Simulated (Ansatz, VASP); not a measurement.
## Tl3S in VASP and in Ansatz

```
CELL_PARAMETERS angstrom
-2.30298 2.30298 5.03782
2.30298 -2.30298 5.03782
2.30298 2.30298 -5.03782
ATOMIC_POSITIONS crystal
Tl 0.50000 0.50000 0.00000
Tl 0.25000 0.75000 0.50000
Tl 0.75000 0.25000 0.50000
S 0.00000 0.00000 0.00000
```

Change from the starting cell: volume scaled by 0.94.

Alike in both runs: task single point; functional PBE; k mesh 8 × 8 × 8; occupations fermi-dirac, width 0.05 eV; no spin polarisation.

|  | VASP | Ansatz |
| --- | --- | --- |
| version | VASP 6.6.1 | Ansatz 0.2.0 |
| potentials or method | VASP PAW PBE potentials, release 64 (Tl_d, S) | Ansatz PAW |
| plane-wave cutoff (eV) | 520 | 420 |
| valence electrons in the cell | 45 | 45 |

```csv
,VASP,Ansatz,Ansatz less VASP
gap on the k mesh at the Fermi level (eV),none,none,-
pressure (GPa),2.3,2.4,+0.06
```

A gap of «none» marks a metal or a gap that the smearing closes.

Spin-orbit coupling is left out, which matters for the levels of Tl.
